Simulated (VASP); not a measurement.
Energy against volume of TiAl (L1_0). Method: revPBE GGA, VASP's PBE PAW potentials (set 64) (plane waves; VASP 6.6.1). Numerical set-up: 520 eV cut-off, 13×13×9 Γ-centred mesh, first-order Methfessel-Paxton smearing of 0.10 eV, potentials Ti_sv Al.

Shape and ions are relaxed at each volume.

| V (Å³/atom) | E (eV/atom) |
|---|---|
| 16.012 | -5.92928 |
| 16.507 | -5.93477 |
| 17.002 | -5.93007 |
| 17.497 | -5.91659 |

**Question.** Fit these four points and predict the energy of the run at 15.516 Å³/atom.

**Answer.** A cubic in V^(−2/3), the third-order Birch-Murnaghan form, passes through the four points with V0 = 16.51 Å³/atom and B0 = 110 GPa, and gives -5.9119 eV/atom there. The run gave -5.9120 eV/atom, -0.1 meV/atom from the fit; all five points give B0 = 109 GPa.

The compound is TiAl in the L1_0 structure. It was relaxed first.
